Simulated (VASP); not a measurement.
A convergence study with VASP on PbSe (rock salt): one setting is varied, all else stays as given below, so the limit is that of these other settings. Each run relaxes cell and ions from the cell shown. The basis is that of the starting cell, so low cut-offs carry a Pulay error.

```yaml
crystal:
  lattice:
    - [0.00000, 3.06000, 3.06000]
    - [3.06000, 0.00000, 3.06000]
    - [3.06000, 3.06000, 0.00000]
  atoms:
    - { symbol: Pb, position: [0.00000, 0.00000, 0.00000] }
    - { symbol: Se, position: [0.50000, 0.50000, 0.50000] }
```

Computed with PBEsol GGA, VASP's PBE PAW potentials (set 64) (plane waves; VASP). The tightest run used: 700 eV cut-off, 6×6×6 Γ-centred mesh, Gaussian smearing of 0.050 eV, potentials Pb_d Se.

Unless said otherwise, spin-orbit coupling is left out, though it shifts the bands of the heavy elements here. Gaps are read on the run's mesh, which can miss a band edge.

**Question.** The settings run are ENCUT = 200; ENCUT = 250; ENCUT = 300; ENCUT = 350; ENCUT = 400; ENCUT = 450; ENCUT = 500; ENCUT = 550; ENCUT = 600; ENCUT = 650; ENCUT = 700. From which on does the relaxed volume stay within 0.05 Å³/atom of the tightest run?

**Answer.** From ENCUT = 400 on: it is off by 0.024 there and by no more than 0.05 in any finer run, while ENCUT = 350 is off by 0.147.
```csv
setting,relaxed volume (Å³/atom),E (eV/atom),gap on the mesh (eV),plane waves,difference judged (Å³/atom)
ENCUT = 200,25.836,-4.5054,0.187,375,2.566
ENCUT = 250,28.344,-4.4604,0.165,531,0.057
ENCUT = 300,28.206,-4.4611,0.149,692,0.195
ENCUT = 350,28.254,-4.4604,0.154,869,0.147
ENCUT = 400,28.377,-4.4604,0.169,1056,0.024
ENCUT = 450,28.397,-4.4605,0.171,1258,0.004
ENCUT = 500,28.381,-4.4606,0.170,1464,0.020
ENCUT = 550,28.388,-4.4606,0.170,1694,0.014
ENCUT = 600,28.401,-4.4606,0.172,1932,0.001
ENCUT = 650,28.404,-4.4607,0.173,2176,0.003
ENCUT = 700,28.401,-4.4607,0.172,2450,0.000
```

Left out are rungs that failed or repeat a setting and relaxations that didn't move; long series are thinned to 24 rows.

The compound is PbSe in the rock salt structure.
